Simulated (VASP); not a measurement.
An input for Ansatz (written as the equivalent of a VASP run, and not itself run):

Ansatz 0.2 input:
```yaml
crystal:
  lattice:
    - [3.4552620, 0.0000000, 0.0000000]
    - [-1.7276310, 2.9923440, 0.0000000]
    - [0.0000000, 0.0000000, 11.1173270]
  atoms:
    - { symbol: Er, position: [0.0000000, 0.0000000, 0.0000000], spin: 3 }
    - { symbol: Er, position: [0.0000000, 0.0000000, 0.5000000], spin: 3 }
    - { symbol: Er, position: [0.3333330, 0.6666670, 0.2500000], spin: 3 }
    - { symbol: Er, position: [0.6666670, 0.3333330, 0.7500000], spin: 3 }
kpoints:
  mp_grid: { grid: [4, 4, 4], shift: [0.5, 0.5, 0.5] }
hamiltonian:
  xc: pbe
  pseudopotentials: { kind: paw }
magnetization: { spin_polarized: true }
scf:
  occupations: { method: gaussian, width: 0.1 }
  max_iter: 100
output: { forces: true, stress: true, eigenvalues: true }
```

Translate this input to VASP (INCAR, KPOINTS, POSCAR, choice of POTCAR).

This is not unique; one that fits is 
KPOINTS:
```
Automatic mesh
0
Gamma
4 4 4
0.5 0.5 0.5
```

File POSCAR:
```
Er
3.4552620
  1.0000000000   0.0000000000   0.0000000000
 -0.5000000000   0.8660252102   0.0000000000
  0.0000000000   0.0000000000   3.2175062267
Er
4
direct
  0.0000000000   0.0000000000   0.0000000000
  0.0000000000   0.0000000000   0.5000000000
  0.3333330000   0.6666670000   0.2500000000
  0.6666670000   0.3333330000   0.7500000000
```

INCAR:
```
# general
SYSTEM  = Er
PREC    = Accurate
ENCUT   = 150
LREAL   = .False.   # projection in real space or not
LASPH   = .True.   # aspherical one-centre terms

# electronic loop
EDIFF   = 1E-6   # SCF stop (eV)
NELM    = 100
ALGO    = Normal   # blocked Davidson
LMAXMIX = 6

# smearing
ISMEAR  = 0   # Gaussian
SIGMA   = 0.1   # width (eV)

# functional
GGA     = PE   # PBE

# spin
ISPIN   = 2
MAGMOM  = 3.0 3.0 3.0 3.0

# ions
ISIF    = 2   # forces and stress, cell fixed

# output
LWAVE   = .False.
LCHARG  = .False.
LORBIT  = 11
```

POTCAR, in this order: Er (PBE.64 set). Program: vasp_std.

Limits of the translation: each code has its own PAW files, so the cut-off isn't converted (ENCUT is set for VASP's; basis.ecutwfc is left out, and Ansatz then takes the one that its files recommend); Ansatz stops its SCF on the density residual and VASP on the energy change (EDIFF).

The structure was generated: Er was put into an ordered model structure, which need not be its known phase. The cell was not relaxed at this level. The k-mesh is coarse (spacing up to 0.52 per Å, 2π included), so the numbers may not be converged in it. The run is one of a series of settings (ENCUT = 150, KPOINTS 4×4×4 Γ-centred mesh shifted by (0.5, 0.5, 0.5) against the base run), some of them coarse on purpose.
